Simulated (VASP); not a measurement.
Input:

```
FeP
1.0
    1.75649     1.01411     3.00623
   -1.75649     1.01411     3.00623
    0.00000    -2.02823     3.00623
Fe P
1 1
Cartesian
  0.00000   0.00000   6.87586
  0.00000   0.00000   2.14284
```
Starting moments (μB, in the order of the record's atoms Fe P): 4.0 0.0.

Level of theory: PBE GGA, VASP's PBE PAW potentials (set 64) (plane waves; VASP). Run with 400 eV cut-off, 7×7×7 Γ-centred mesh, Gaussian smearing of 0.050 eV, potentials Fe P.

**Question.** Which forces act on the atoms, in eV/Å?

**Answer.** 
```csv
atom,Fx,Fy,Fz
Fe1,0.000,0.000,-0.181
P2,0.000,0.000,0.181
```

**Question.** Give the stress tensor in GPa (positive for a compressed cell).

**Answer.** 
```
-13.88    0.00    0.00
  0.00  -13.88    0.00
  0.00    0.00  -16.16
```
The pressure is its mean diagonal, -14.64 GPa.

The structure was generated: FeP was put into the alpha-GeTe type (R3m), which need not be its known phase. The cell was not relaxed at this level. The k-mesh is coarse (spacing up to 0.31 per Å, 2π included), so the numbers may not be converged in it.
